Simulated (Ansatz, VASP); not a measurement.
# WAu: VASP beside Ansatz

```
CELL_PARAMETERS angstrom
0.00000 2.90921 2.90921
2.90921 0.00000 2.90921
2.90921 2.90921 0.00000
ATOMIC_POSITIONS crystal
W 0.00000 0.00000 0.00000
Au 0.75000 0.75000 0.75000
```

The cell was built by a generator and needn't be a form met in nature.

Alike in both runs: task single point; functional PBE; k mesh 8 × 8 × 8; occupations fermi-dirac, width 0.05 eV; no spin polarisation.

|  | VASP | Ansatz |
| --- | --- | --- |
| version | VASP 6.6.1 | Ansatz 0.2.0 |
| potentials or method | VASP PAW PBE potentials, release 64 (W_sv, Au) | Ansatz PAW |
| plane-wave cutoff (eV) | 520 | 420 |
| valence electrons in the cell | 25 | 33 |

|  | VASP | Ansatz | Ansatz less VASP |
| --- | --- | --- | --- |
| gap on the k mesh at the Fermi level (eV) | none | none | - |
| pressure (GPa) | 0.0 | 0.0 | -0.03 |

A gap of «none» marks a metal or a gap that the smearing closes. The two sets of potentials don't hold the same shells in valence.

The runs have no spin-orbit coupling, so splittings on Au, W are missing.
